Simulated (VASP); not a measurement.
Method: PBE GGA, VASP's PBE PAW potentials (set 64) (plane waves; VASP).

A VASP calculation is set up with these files.

INCAR:
```
! general
SYSTEM  = ZnO
PREC    = Accurate
ENCUT   = 520
LREAL   = F
LASPH   = T

! electronic loop
EDIFF   = 1E-6
NELM    = 100
ALGO    = Normal
LMAXMIX = 4

! smearing
ISMEAR  = 0
SIGMA   = 0.05

! functional
GGA     = PE

! ions
IBRION  = 2
NSW     = 60
ISIF    = 3
EDIFFG  = -0.02

! output
LWAVE   = F
LCHARG  = F
```

### POSCAR
```
ZnO
1
    1.6473807160    -2.8533475554     0.0000000000
    1.6473807160     2.8533475554    -0.0000000000
   -0.0000000000    -0.0000000000     5.2821574565
Zn O
2 2
Direct
  0.6666670000   0.3333330000   0.5002436742
  0.3333330000   0.6666670000   0.0002436742
  0.6666670000   0.3333330000   0.8817563258
  0.3333330000   0.6666670000   0.3817563258
```

File KPOINTS:
```
Automatic mesh
0
gamma
7 7 4
```

POTCAR, in this order: Zn O (PBE.64 set). Program: vasp_std.

What VASP printed:

File OSZICAR:
```
       N       E                     dE             d eps       ncg     rms          rms(c)
DAV:   1     0.294991672157E+03    0.29499E+03   -0.18890E+04  1056   0.233E+03
DAV:   2     0.117870760717E+02   -0.28320E+03   -0.27223E+03  1134   0.443E+02
DAV:   3    -0.204531021367E+02   -0.32240E+02   -0.31990E+02  1242   0.158E+02
DAV:   4    -0.211016219530E+02   -0.64852E+00   -0.64775E+00  1164   0.237E+01
DAV:   5    -0.211065244453E+02   -0.49025E-02   -0.49024E-02  1206   0.201E+00    0.143E+01
DAV:   6    -0.177309730211E+02    0.33756E+01   -0.12158E+01  1846   0.742E+01    0.863E+00
DAV:   7    -0.178962601951E+02   -0.16529E+00   -0.26671E+00  1144   0.197E+01    0.519E+00
DAV:   8    -0.179226910034E+02   -0.26431E-01   -0.85687E-01  1588   0.922E+00    0.183E+00
DAV:   9    -0.178565946077E+02    0.66096E-01   -0.19379E-01  1626   0.797E+00    0.348E-01
DAV:  10    -0.178604068013E+02   -0.38122E-02   -0.58583E-02  1092   0.176E+00    0.149E-01
DAV:  11    -0.178603938371E+02    0.12964E-04   -0.15452E-03  1536   0.507E-01    0.352E-02
DAV:  12    -0.178604517817E+02   -0.57945E-04   -0.15097E-04  1364   0.228E-01    0.348E-02
DAV:  13    -0.178604458799E+02    0.59017E-05   -0.39663E-05  1364   0.129E-01    0.126E-02
DAV:  14    -0.178604462142E+02   -0.33423E-06   -0.14725E-05  1158   0.445E-02    0.488E-03
DAV:  15    -0.178604456287E+02    0.58545E-06   -0.15753E-06   750   0.152E-02
   1 F= -.17860446E+02 E0= -.17860446E+02  d E =-.178604E+02
       N       E                     dE             d eps       ncg     rms          rms(c)
DAV:   1    -0.178611314863E+02   -0.68527E-03   -0.38453E-02  1056   0.177E+00    0.158E-01
DAV:   2    -0.178608193365E+02    0.31215E-03   -0.12366E-03  1280   0.629E-01    0.887E-02
DAV:   3    -0.178606782333E+02    0.14110E-03   -0.99112E-05  1478   0.158E-01    0.330E-02
DAV:   4    -0.178606598148E+02    0.18419E-04   -0.46345E-05  1346   0.832E-02    0.513E-03
DAV:   5    -0.178606604409E+02   -0.62609E-06   -0.80854E-06  1080   0.313E-02
   2 F= -.17860660E+02 E0= -.17860660E+02  d E =-.214812E-03
       N       E                     dE             d eps       ncg     rms          rms(c)
DAV:   1    -0.178649188569E+02   -0.42590E-02   -0.32407E-01  1056   0.511E+00    0.462E-01
DAV:   2    -0.178622392875E+02    0.26796E-02   -0.10468E-02  1280   0.182E+00    0.257E-01
DAV:   3    -0.178610592609E+02    0.11800E-02   -0.82885E-04  1480   0.463E-01    0.970E-02
DAV:   4    -0.178608990779E+02    0.16018E-03   -0.39501E-04  1346   0.245E-01    0.149E-02
DAV:   5    -0.178609047705E+02   -0.56926E-05   -0.69815E-05  1086   0.921E-02    0.845E-03
DAV:   6    -0.178609046438E+02    0.12674E-06   -0.29423E-06   900   0.590E-02
   3 F= -.17860905E+02 E0= -.17860905E+02  d E =-.459015E-03
       N       E                     dE             d eps       ncg     rms          rms(c)
DAV:   1    -0.178612973840E+02   -0.39261E-03   -0.29171E-02  1078   0.181E+00    0.143E-01
DAV:   2    -0.178610441505E+02    0.25323E-03   -0.18105E-03  1422   0.709E-01    0.590E-02
DAV:   3    -0.178610018390E+02    0.42311E-04   -0.46104E-05  1500   0.155E-01    0.336E-02
DAV:   4    -0.178609856806E+02    0.16158E-04   -0.30845E-05  1226   0.646E-02    0.585E-03
DAV:   5    -0.178609855648E+02    0.11579E-06   -0.43809E-06  1040   0.219E-02
   4 F= -.17860986E+02 E0= -.17860986E+02  d E =-.809210E-04
```

### OUTCAR
```
------------------------ aborting loop because EDIFF is reached ----------------------------------------
  FORCE on cell =-STRESS in cart. coord.  units (eV):
  Direction    XX          YY          ZZ          XY          YZ          ZX
  --------------------------------------------------------------------------------------
  Total        0.0683268      0.0683268      0.0000529      0.0000000      0.0000000      0.0000000
  in kB        2.2068747      2.2068754      0.0017099      0.0000000      0.0000000      0.0000000
  external PRESSURE =       1.4718200 kB  Pullay stress =       0.0000000 kB
  volume of cell :       49.60
      direct lattice vectors                 reciprocal lattice vectors
     1.642989753 -2.845742181  0.000000000     0.304323261 -0.175701089  0.000000000
     1.642989753  2.845742181 -0.000000000     0.304323261  0.175701089  0.000000000
    -0.000000000 -0.000000000  5.304731840     0.000000000  0.000000000  0.188510943
  FREE ENERGIE OF THE ION-ELECTRON SYSTEM (eV)
  ---------------------------------------------------
  free  energy   TOTEN  =       -17.8609855648 eV

  energy  without entropy=      -17.8609855648  energy(sigma->0) =      -17.86098556

 reached required accuracy - stopping structural energy minimisation
```
(Selected blocks of OUTCAR.)

### CONTCAR
```
ZnO
   1.00000000000000
     1.6429897529889355   -2.8457421807228318    0.0000000000000000
     1.6429897529889355    2.8457421807228318   -0.0000000000000000
    -0.0000000000000000   -0.0000000000000000    5.3047318395494321
  Zn              O
     2     2
Direct
     0.6666669999999968    0.3333330000000032    0.5012495157475105
     0.3333330000000032    0.6666669999999968    0.0012495157475105
     0.6666669999999968    0.3333330000000032    0.8807504842524874
     0.3333330000000032    0.6666669999999968    0.3807504842524874
```

The compound is ZnO in the wurtzite structure. This run relaxes it. Symmetry was kept, so distortions that lower it aren't found. The start is the result of an earlier pass.
